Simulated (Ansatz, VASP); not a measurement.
# Cross-check of TiC between VASP and Ansatz

One calculation is typed for both programs; each brings its own data sets. How far apart do they land? The cell is taken from a series of runs on this material, whose earlier steps may have relaxed, scaled, displaced or heated it; both programs get it as it stands.

Method: plane waves, with VASP 6.6.1 beside it; zone-centre phonons at PBEsol, in Ansatz 0.2.0.

## (1) Set-up

The structure is cubic, space group Fm-3m (No. 225). Conventional cell: a = 4.321 Å, b = 4.321 Å, c = 4.321 Å, α = 90.00°, β = 90.00°, γ = 90.00°. C has 6 Ti at 2.16 Å nearest. Nearest to Ti lie 6 C at 2.16 Å. Farther neighbours are not listed.

As a file:

```cif
data_structure
_symmetry_space_group_name_H-M 'P 1'
_symmetry_Int_Tables_number 1
_cell_length_a 3.0556
_cell_length_b 3.0556
_cell_length_c 3.0556
_cell_angle_alpha 60.000
_cell_angle_beta 60.000
_cell_angle_gamma 60.000
_cell_volume 20.17
loop_
_atom_site_label
_atom_site_type_symbol
_atom_site_fract_x
_atom_site_fract_y
_atom_site_fract_z
_atom_site_occupancy
C1 C 0.50000 0.50000 0.50000 1
Ti2 Ti 0.00000 0.00000 0.00000 1
```

## (2) Ansatz: zone-centre phonons, PBEsol, pair 1

Ansatz runs on its PAW soft_1 files.

Second derivatives magnify differences that forces hide, and they need a tight electronic threshold.

The input, input.yaml:

```yaml
crystal:
  lattice:
    - [0.0, 2.1606585889, 2.1606585889]
    - [2.1606585889, 0.0, 2.1606585889]
    - [2.1606585889, 2.1606585889, 0.0]
  atoms:
    - { symbol: C, position: [0.5, 0.5, 0.5] }
    - { symbol: Ti, position: [0.0, 0.0, 0.0] }
kpoints:
  mp_grid: { grid: [16, 16, 16] }
hamiltonian:
  xc: pbesol
  pseudopotentials: { kind: paw, azcp: { folder: soft_1 }, xc_functional: pbe }
scf:
  occupations: { method: methfessel_paxton, width: 0.2 }
output:
  eigenvalues: true
phonons:
  method: dfpt
```

The run is started by

```bash
$ ansatz run input.yaml --threads 4 --pin off --max-ram 10240MiB --backend cpu --events-out ev --progress --plain --runs-dir out
```

Numbers of over 12 decimals in the logs are rounded to 6 here.

Log:

```text
Engine: ansatz 0.2.0, x86_64-unknown-linux-gnu
Pseudopotentials: kind: paw
Pseudopotential: C, paw, valence charge 4, recommended cutoff 420 eV (normal), soft_1/C.paw.azcp
Pseudopotential: Ti, paw, valence charge 12, recommended cutoff 420 eV (normal), soft_1/Ti.paw.azcp
Functional definition: PBEsol
  exchange = pbesol_x
  correlation = pbesol_c
Crystal: 2 atoms, lattice volume = 20.174 Å³
Basis set: ecut = 420 eV, 411 PW (Γ), exchange–correlation on 48×48×48 points (8 copies of the dense FFT grid, shifted against one another)
Bands: 12, of which v1, the nominal top of the filled ones, is band 8 counted from 1 (7 counted from 0)
Symmetry: 48 space group operations
k-points: 349 of 4096 (irreducible under 8 space group operations, time reversal used)
Non-local potential: C, projectors of the file, l = 0: 2, l = 1: 2, l = 2: 1
Non-local potential: Ti, projectors of the file, l = 0: 3, l = 1: 2, l = 2: 3, l = 3: 1
PAW form: soft (Blöchl's): semilocal exchange-correlation on the pseudo side does not see the compensation charge
PAW frozen core: C, regenerated for the run's functional, and the local potential with it (the file was generated under x = pbe(κ = 0.804, μ = 0.219515), c = pbe(β = 0.066725))
PAW frozen core: Ti, regenerated for the run's functional, and the local potential with it (the file was generated under x = pbe(κ = 0.804, μ = 0.219515), c = pbe(β = 0.066725))
PAW one-centre angular grid: C, 110 points (default); XC on 64 Gauss nodes
PAW one-centre angular grid: Ti, 590 points (default); XC on 64 Gauss nodes
Initial density: superposition of atomic densities (chi_scale 0.1, normalization cell, long waves kept (reshape's long-wave potential 0.00 eV rms))
Initial wavefunctions: pseudopotential atomic-orbital guess
Functional: x = pbesol(κ = 0.804, μ = 0.123457), c = pbesol(β = 0.046)
SCF iter   1: F=—  HF=-2723.396654 eV  |F-HF|=—  |Δ(HF+E_count)|=         —  Δρ=1.37e-1  dr2=4.91e0  ethr=3.10e-3  ⟨swp⟩=4.2  Hψ=19566  notcnv=0
preconditioner: auto → none  [metal: Δε(μ)=0.124 eV  Ē_g=9.068 eV  σ=0.200 eV  W_gap=0.49  n_scr=8 (ndim 8)  ℏωp=23.4 eV  f_vac=0.000  D(μ)=0.22/eV (n_scr^D=0)  sad-step TF]
SCF iter   2: F=—  HF=-2722.910164 eV  |F-HF|=—  |Δ(HF+E_count)|=   4.86e-1  S|Δr|=    0.00e0  Δρ=9.59e-2  dr2=2.47e0  ethr=3.10e-3  ⟨swp⟩=2.0  Hψ=8344  notcnv=0
SCF iter   3: F=—  HF=-2722.420904 eV  |F-HF|=—  |Δ(HF+E_count)|=   4.89e-1  S|Δr|=    0.00e0  Δρ=8.21e-3  dr2=7.78e-3  ethr=3.10e-3  ⟨swp⟩=2.9  Hψ=8722  notcnv=0
SCF iter   4: F=—  HF=-2722.418307 eV  |F-HF|=—  |Δ(HF+E_count)|=   2.60e-3  S|Δr|=    0.00e0  Δρ=1.49e-3  dr2=2.28e-4  ethr=4.86e-5  ⟨swp⟩=2.0  Hψ=9987  notcnv=0
SCF iter   5: F=—  HF=-2722.418408 eV  |F-HF|=—  |Δ(HF+E_count)|=   1.01e-4  S|Δr|=    0.00e0  Δρ=3.88e-4  dr2=2.16e-5  ethr=1.43e-6  ⟨swp⟩=2.0  Hψ=5606  notcnv=0
SCF iter   6: F=—  HF=-2722.418407 eV  |F-HF|=—  |Δ(HF+E_count)|=   5.17e-7  S|Δr|=    0.00e0  Δρ=5.67e-5  dr2=6.23e-7  ethr=1.35e-7  ⟨swp⟩=2.0  Hψ=6728  notcnv=0
SCF iter   7: F=—  HF=-2722.418407 eV  |F-HF|=—  |Δ(HF+E_count)|=   6.18e-7  S|Δr|=    0.00e0  Δρ=2.93e-6  dr2=1.47e-9  ethr=3.89e-9  ⟨swp⟩=3.0  Hψ=7125  notcnv=0
SCF iter   8: F=—  HF=-2722.418407 eV  |F-HF|=—  |Δ(HF+E_count)|=  5.62e-10  S|Δr|=    0.00e0  Δρ=8.48e-7  dr2=1.56e-10  ethr=9.18e-12  ⟨swp⟩=3.0  Hψ=7055  notcnv=0
SCF iter   9: F=-2722.418407 eV  HF=-2722.418407 eV  |F-HF|=9.09e-13  |Δ(HF+E_count)|=  4.05e-11  S|Δr|=    0.00e0  Δρ=4.71e-8  dr2=3.25e-13  ethr=1.00e-12  ⟨swp⟩=3.5  Hψ=16735  notcnv=0
SCF 1 converged in 9 iterations: F = -2722.418407 eV  dr2 = 3.25e-13
  greatest PAW one-centre occupation: 0.998 electrons in one spin orbital (limit 2), on the Ti atom at site 1 (counted from 0), in its partial waves of l = 0
DFPT response loops at Γ: preconditioner auto → Kerker (q_TF=auto, 2.625 Å⁻¹) (partly filled bands, converged f_vac=0.000); β = 1.00, the filter's whole step (`scf.mixing.beta` (0.50) is not read by the response loops under this deck's `scf.mixing.preconditioner`; to damp them name `kerker` or `kerker_dos`, under which they read `scf.mixing.beta`, and type it under 1.00, their step now; both keys bind the ground state too); Broyden in place of MSR1
SCF converged after 9 iterations
Stability not checked: this state was not tested for a lower state beside it, because cold or Methfessel-Paxton smearing, or corrected tetrahedra, fill the levels in a way that the test cannot read (fill_not_monotonic; see scf.lower_state_search)
Free energy (F): -2722.418407 eV
Harris-Foulkes:  -2722.418407 eV  (|F-HF|=9.09e-13)
Internal energy: -2722.417975 eV  (E = F + TS)
E sigma→0 (E₀):  -2722.418299 eV
Entropy (-TS):   -0.000431 eV (-0.216 meV/atom)
Fermi energy:    14.626512 eV
Step filling:    the computed levels leave a gap of 0.0007 eV = 0.0 smearing widths at the electron count; against every level under it full and every level over it empty, smearing changes F+E_penalty+E_count by -0.659 meV and its σ→0 estimate by -0.551 meV
--- Per-component energies (eV) ---
  E_band       = -110.404005
  E_kinetic    = 365.986809
  E_local      = -825.209862  (includes V_loc(G=0)·N_el)
  E_nonlocal   = 84.297682
  E_hartree    = 324.245666
  E_xc         = -163.381650
  E_vxc        = -204.723870  (∫ρ·V_xc dr)
  E_paw        = -1111.990095  (= ΣΔE_a)
  E_vpaw       = -179.246055  (= ΣTr[D̂ρ^β])
  E_aug_tail   = -0.000061  (compensation charges beyond the density's cutoff)
  E_ewald      = -1396.526951
  E_core_change = 0.160485  (= ΣΔE_core)
  E_smearing   = -0.000431  (= −TS)
  E_closure    = 0.000000  (closes the sum)
  Σ components = -2722.418407   (vs F -2722.418407, Δ=0.00e0)
--- Band table (eV; the first three rows and the last of 349) ---
  k-point 0: bands = [... 4 lower, 2.2321, 15.3056, 15.3056, 15.3056, 16.3497, 16.3497, 16.3497, 16.3883]
  k-point 1: bands = [... 4 lower, 2.3221, 14.8659, 15.1140, 15.1140, 15.6732, 15.6732, 16.5839, 17.3880]
  k-point 2: bands = [... 4 lower, 2.5865, 13.9869, 14.3528, 14.3528, 15.7402, 15.7402, 16.9126, 18.4646]
  k-point 348: bands = [... 4 lower, 5.1537, 11.4537, 11.4537, 11.9103, 17.4565, 17.4565, 18.2112, 19.8748]
--- Phonons (Γ-DFPT): 2 representative perturbations + reference, on 349 of 4096 k-points (Σ response iterations 6) ---
  k mesh reduced under 8 symmetry operations, with k and −k counted as one. Each operation leaves every solved perturbation unchanged. A smaller set is not used because it would not reduce the number of displacements times k-points to solve
  ASR residual: 3.414e-5 → 0.000e0 eV/Å²; symmetrization residual: 5.682e-7 eV/Å²
  ASR residual per site (eV/Å²): 3.41e-5 1.67e-5
  Γ frequencies (cm⁻¹): 0.00 0.00 0.00 522.33 522.33 522.33
  non-analytic LO–TO correction: not included (Born effective charges unavailable; polar crystals: no LO–TO splitting at Γ)
```

## (3) VASP: zone-centre phonons, PBEsol, pair 1

The same cell, functional, mesh and smearing now go to VASP, with its own data sets.

Lines of VASP's logs that name or quote its potential files are left out, and so is its time.

The input, INCAR:

```
SYSTEM = TiC
PREC = Accurate
ENCUT = 600
EDIFF = 1E-08
NELM = 120
ISMEAR = 1
SIGMA = 0.2
LREAL = .FALSE.
ALGO = Normal
GGA = PS
NBANDS = 14
LASPH = .TRUE.
LORBIT = 11
LWAVE = .FALSE.
LCHARG = .FALSE.
ISIF = 2
IBRION = 8
GGA_COMPAT = .FALSE.
KPAR = 2
```

The input, POSCAR:

```
TiC
1.0
    0.0000000000      2.1606585889      2.1606585889
    2.1606585889      0.0000000000      2.1606585889
    2.1606585889      2.1606585889      0.0000000000
C Ti
1 1
Direct
    0.5000000000      0.5000000000      0.5000000000
    0.0000000000      0.0000000000      0.0000000000
```

The input, KPOINTS:

```
Automatic mesh
0
Gamma
16 16 16
0 0 0
```

The projector-augmented-wave data sets are C and Ti_sv (PBE family, release 64).

The run is started by

```bash
$ mpirun -np 2 vasp_std
```

Log:

```text
[banner, memory and clock lines left out]
running    2 mpi-ranks, on    1 nodes
 distrk:  each k-point on    1 cores,    2 groups
 distr:  one band on    1 cores,    1 groups

 POSCAR found type information on POSCAR C Ti
 POSCAR found :  2 types and       2 ions
|                                                                             |
|               ----> ADVICE to this user running VASP <----                  |
|                                                                             |
|     You enforced a specific xc type in the INCAR file but a different       |
|     [... a line on the potential file left out ...]
|     I HOPE YOU KNOW WHAT YOU ARE DOING!                                     |
|                                                                             |

 LDA part: xc-table for (Slater+PW92), standard interpolation
 POSCAR, INCAR and KPOINTS ok, starting setup
 FFT: planning ... GRIDC
 FFT: planning ... GRID_SOFT
 FFT: planning ... GRID
 WAVECAR not read
 entering main loop
       N       E                     dE             d eps       ncg     rms          rms(c)
DAV:   1     0.127702967241E+03    0.12770E+03   -0.88882E+03  4066   0.151E+03
DAV:   2    -0.163085947893E+02   -0.14401E+03   -0.13579E+03  4300   0.371E+02
DAV:   3    -0.248303437726E+02   -0.85217E+01   -0.83045E+01  5290   0.872E+01
DAV:   4    -0.251981992544E+02   -0.36786E+00   -0.36741E+00  5048   0.164E+01
DAV:   5    -0.252071842724E+02   -0.89850E-02   -0.89841E-02  5424   0.228E+00    0.185E+01
DAV:   6    -0.204056594188E+02    0.48015E+01   -0.12789E+01  5786   0.601E+01    0.676E+00
DAV:   7    -0.198455530920E+02    0.56011E+00   -0.21079E+00  4956   0.217E+01    0.512E+00
DAV:   8    -0.198124467508E+02    0.33106E-01   -0.11030E-01  4546   0.395E+00    0.333E+00
DAV:   9    -0.198004428737E+02    0.12004E-01   -0.11949E-01  4878   0.445E+00    0.765E-01
DAV:  10    -0.197995876400E+02    0.85523E-03   -0.11110E-02  5482   0.137E+00    0.741E-01
DAV:  11    -0.197968706794E+02    0.27170E-02   -0.54579E-03  4354   0.112E+00    0.214E-01
DAV:  12    -0.197967967821E+02    0.73897E-04   -0.38170E-04  4942   0.203E-01    0.552E-02
DAV:  13    -0.197967856403E+02    0.11142E-04   -0.44350E-05  4844   0.524E-02    0.996E-03
DAV:  14    -0.197967845229E+02    0.11175E-05   -0.17638E-06  5114   0.206E-02    0.325E-03
DAV:  15    -0.197967843920E+02    0.13085E-06   -0.22085E-07  4896   0.712E-03    0.173E-03
DAV:  16    -0.197967843353E+02    0.56702E-07   -0.65951E-08  4948   0.201E-03    0.423E-04
DAV:  17    -0.197967843330E+02    0.23072E-08   -0.24786E-09  2564   0.455E-04
   1 F= -.19796784E+02 E0= -.19796643E+02  d E =-.424620E-03
 Linear response reoptimize wavefunctions to high precision
DAV:   1    -0.197967843384E+02   -0.54085E-08   -0.65334E-10  3152   0.241E-04
DAV:   2    -0.197967843384E+02   -0.90949E-12   -0.13008E-10  2234   0.984E-05
 Linear response DOF=           2
 Linear response progress:
  Degree of freedom:   1/  2
       N       E                     dE             d eps       ncg     rms          rms(c)
RMM:   1    -0.123803205375E+00   -0.12380E+00   -0.34355E-02 21192   0.220E+00
RMM:   2    -0.115996181310E+00    0.78070E-02   -0.51910E-03 18963   0.529E-01    0.133E-01
RMM:   3    -0.116665667609E+00   -0.66949E-03   -0.17827E-03 19652   0.227E-01    0.621E-02
RMM:   4    -0.117629216238E+00   -0.96355E-03   -0.64691E-04 20118   0.138E-01    0.150E-02
RMM:   5    -0.117752074603E+00   -0.12286E-03   -0.13660E-04 22579   0.552E-02    0.243E-03
RMM:   6    -0.117739088806E+00    0.12986E-04   -0.18471E-05 22168   0.222E-02    0.110E-03
RMM:   7    -0.117741132177E+00   -0.20434E-05   -0.37901E-06 22967   0.103E-02    0.429E-04
RMM:   8    -0.117740750204E+00    0.38197E-06   -0.85124E-07 22917   0.493E-03    0.263E-04
RMM:   9    -0.117740116653E+00    0.63355E-06    0.43943E-09 22900   0.258E-03    0.123E-04
RMM:  10    -0.117739735035E+00    0.38162E-06   -0.49002E-07 23118   0.140E-03    0.562E-05
RMM:  11    -0.117739594530E+00    0.14051E-06   -0.14532E-08 22938   0.726E-04    0.538E-05
RMM:  12    -0.117739655650E+00   -0.61120E-07   -0.41386E-08 22374   0.401E-04    0.907E-06
RMM:  13    -0.117739667393E+00   -0.11744E-07   -0.21444E-08 23765   0.217E-04    0.127E-05
RMM:  14    -0.117739671928E+00   -0.45344E-08   -0.81515E-08 23503   0.113E-04    0.994E-06
 first order change of Fermi-energy   0.28678E-03
 force on displaced ion       1 direction 1 :  -9.663   0.000   0.000
 Linear response progress:
  Degree of freedom:   2/  2
       N       E                     dE             d eps       ncg     rms          rms(c)
RMM:   1    -0.699822308582E+00   -0.69982E+00    0.55944E+00  9861   0.138E+02
RMM:   2    -0.674073557987E+00    0.25749E-01   -0.24495E-01 16603   0.499E+00    0.227E-01
RMM:   3    -0.672302351631E+00    0.17712E-02   -0.18482E-02 19446   0.116E+00    0.112E-01
RMM:   4    -0.671430146625E+00    0.87221E-03   -0.79829E-03 21233   0.524E-01    0.221E-02
RMM:   5    -0.671971887952E+00   -0.54174E-03   -0.12646E-03 22494   0.210E-01    0.107E-02
RMM:   6    -0.672317579816E+00   -0.34569E-03   -0.33489E-04 22559   0.913E-02    0.751E-03
RMM:   7    -0.672779425465E+00   -0.46185E-03   -0.77830E-05 20359   0.472E-02    0.473E-03
RMM:   8    -0.672711692877E+00    0.67733E-04   -0.37945E-05 22393   0.238E-02    0.107E-03
RMM:   9    -0.672662857888E+00    0.48835E-04   -0.24124E-05 22358   0.137E-02    0.838E-04
RMM:  10    -0.672691336295E+00   -0.28478E-04   -0.15841E-05 22113   0.811E-03    0.203E-04
RMM:  11    -0.672702754880E+00   -0.11419E-04   -0.10882E-05 22937   0.536E-03    0.418E-05
RMM:  12    -0.672701488636E+00    0.12662E-05   -0.79726E-06 23549   0.367E-03    0.760E-05
RMM:  13    -0.672703937076E+00   -0.24484E-05   -0.56019E-06 21691   0.277E-03    0.471E-05
RMM:  14    -0.672704821161E+00   -0.88408E-06   -0.44136E-06 23241   0.215E-03    0.390E-05
[...]
RMM:  28    -0.672707405215E+00   -0.77835E-08   -0.42343E-07 19673   0.292E-04    0.808E-06
RMM:  29    -0.672707406549E+00   -0.13346E-08   -0.23870E-07 13712   0.259E-04    0.981E-06
RMM:  30    -0.672707410642E+00   -0.40930E-08   -0.32198E-07 12379   0.231E-04    0.115E-05
RMM:  31    -0.672707418845E+00   -0.82029E-08   -0.14611E-07 13335   0.206E-04    0.131E-05
RMM:  32    -0.672707421023E+00   -0.21784E-08   -0.23966E-07 10036   0.184E-04    0.143E-05
RMM:  33    -0.672707436016E+00   -0.14992E-07   -0.13233E-07 11053   0.165E-04    0.154E-05
RMM:  34    -0.672707440332E+00   -0.43166E-08   -0.18978E-07 11392   0.148E-04    0.162E-05
RMM:  35    -0.672707448731E+00   -0.83983E-08   -0.78311E-08 14045   0.133E-04    0.176E-05
 first order change of Fermi-energy   0.89517E-04
 force on displaced ion       2 direction 1 :  -9.675   0.000   0.000
 Linear response finished
```

From OUTCAR (step 3):

```text
ion  position               nearest neighbor table
   1  0.500  0.500  0.500-   2 2.16   2 2.16   2 2.16   2 2.16   2 2.16   2 2.16
   2  0.000  0.000  0.000-   1 2.16   1 2.16   1 2.16   1 2.16   1 2.16   1 2.16

  LATTYP: Found a face centered cubic cell.
 ALAT       =     4.3213171778

 Subroutine GETGRP returns: Found 48 space group operations
 (whereof 48 operations were pure point group operations)

The static configuration has the point symmetry O_h .

 Found    145 irreducible k-points:

   k-points           NKPTS =    145   k-points in BZ     NKDIM =    145   number of bands    NBANDS=     14

   dimension x,y,z NGX =    24 NGY =   24 NGZ =   24
   dimension x,y,z NGXF=    48 NGYF=   48 NGZF=   48

   ENCUT  =  600.0 eV  44.10 Ry    6.64 a.u.   6.10  6.10  6.10*2*pi/ulx,y,z

   NELECT =      16.0000    total number of electrons

 k-points in reciprocal lattice and weights: Automatic mesh
   0.00000000  0.00000000  0.00000000       0.000
   0.06250000  0.00000000  0.00000000       0.002
   0.12500000  0.00000000  0.00000000       0.002
   0.18750000  0.00000000  0.00000000       0.002
   0.25000000  0.00000000  0.00000000       0.002
   0.31250000  0.00000000  0.00000000       0.002
   0.37500000  0.00000000  0.00000000       0.002
   0.43750000  0.00000000  0.00000000       0.002
   0.50000000  0.00000000  0.00000000       0.001
[...]
-0.31250000  0.50000000  0.18750000       0.003
  -0.25000000  0.50000000  0.25000000       0.001

 average (electrostatic) potential at core
       1 -44.5372       2 -70.8723

  Total       -0.6109407     -0.6109407     -0.6109407     -0.0000000     -0.0000000      0.0000000
  in kB      -48.5200490    -48.5200490    -48.5200490     -0.0000000     -0.0000000      0.0000000
  external PRESSURE =     -48.5200490 kB  Pullay stress =       0.0000000 kB

  energy-cutoff  :      600.00
  volume of cell :       20.17
      direct lattice vectors                 reciprocal lattice vectors
     0.000000000  2.160658589  2.160658589    -0.231410924  0.231410924  0.231410924
     2.160658589  0.000000000  2.160658589     0.231410924 -0.231410924  0.231410924
     2.160658589  2.160658589  0.000000000     0.231410924  0.231410924 -0.231410924

 POSITION                                       TOTAL-FORCE (eV/Angst)
 -----------------------------------------------------------------------------------
      2.16066      2.16066      2.16066        -0.000000     -0.000000     -0.000000
      0.00000      0.00000      0.00000         0.000000      0.000000      0.000000
 -----------------------------------------------------------------------------------
    total drift:                                0.000000     -0.000000     -0.000000

 Eigenvectors and eigenvalues of the dynamical matrix
 ----------------------------------------------------

   1 f  =   15.684763 THz    98.550275 2PiTHz  523.187389 cm-1    64.866940 meV
             X         Y         Z           dx          dy          dz
      2.160659  2.160659  2.160659     0.000000    0.894008    0.000000
      0.000000  0.000000  0.000000     0.000000   -0.448051    0.000000

   2 f  =   15.684763 THz    98.550275 2PiTHz  523.187389 cm-1    64.866940 meV
             X         Y         Z           dx          dy          dz
      2.160659  2.160659  2.160659     0.894008    0.000000    0.000000
      0.000000  0.000000  0.000000    -0.448051    0.000000    0.000000

   3 f  =   15.684763 THz    98.550275 2PiTHz  523.187389 cm-1    64.866940 meV
             X         Y         Z           dx          dy          dz
      2.160659  2.160659  2.160659     0.000000    0.000000    0.894008
      0.000000  0.000000  0.000000     0.000000    0.000000   -0.448051

   4 f/i=    0.003962 THz     0.024895 2PiTHz    0.132163 cm-1     0.016386 meV
             X         Y         Z           dx          dy          dz
      2.160659  2.160659  2.160659    -0.448051    0.000000    0.000000
      0.000000  0.000000  0.000000    -0.894008    0.000000    0.000000

   5 f/i=    0.003962 THz     0.024895 2PiTHz    0.132163 cm-1     0.016386 meV
             X         Y         Z           dx          dy          dz
      2.160659  2.160659  2.160659     0.000000    0.000000   -0.448051
      0.000000  0.000000  0.000000     0.000000    0.000000   -0.894008

   6 f/i=    0.003962 THz     0.024895 2PiTHz    0.132163 cm-1     0.016386 meV
             X         Y         Z           dx          dy          dz
      2.160659  2.160659  2.160659     0.000000   -0.448051    0.000000
      0.000000  0.000000  0.000000     0.000000   -0.894008    0.000000

 ELASTIC MODULI CONTR FROM IONIC RELAXATION (kBar)
 Direction    XX          YY          ZZ          XY          YZ          ZX
 --------------------------------------------------------------------------------
 XX           0.0000      0.0000      0.0000      0.0000      0.0000      0.0000
 YY           0.0000      0.0000      0.0000      0.0000      0.0000      0.0000
 ZZ           0.0000      0.0000      0.0000      0.0000      0.0000      0.0000
 XY           0.0000      0.0000      0.0000      0.0000      0.0000      0.0000
 YZ           0.0000      0.0000      0.0000      0.0000      0.0000      0.0000
 ZX           0.0000      0.0000      0.0000      0.0000      0.0000      0.0000
 --------------------------------------------------------------------------------
```

[end of part 1 of 2]

[Lines on the potential files, build, host, timing and source positions are cut from VASP's logs without a mark.]

[Logs are printed without paths, hosts, clocks, repeated set-up lines and the standing remarks that a program may print on its own settings, such as how far it seeks lower states.]

[Hosts, paths, dates, database ids (printed as entryN), source tags and the programs' standing remarks are cut or masked in the printed files.]
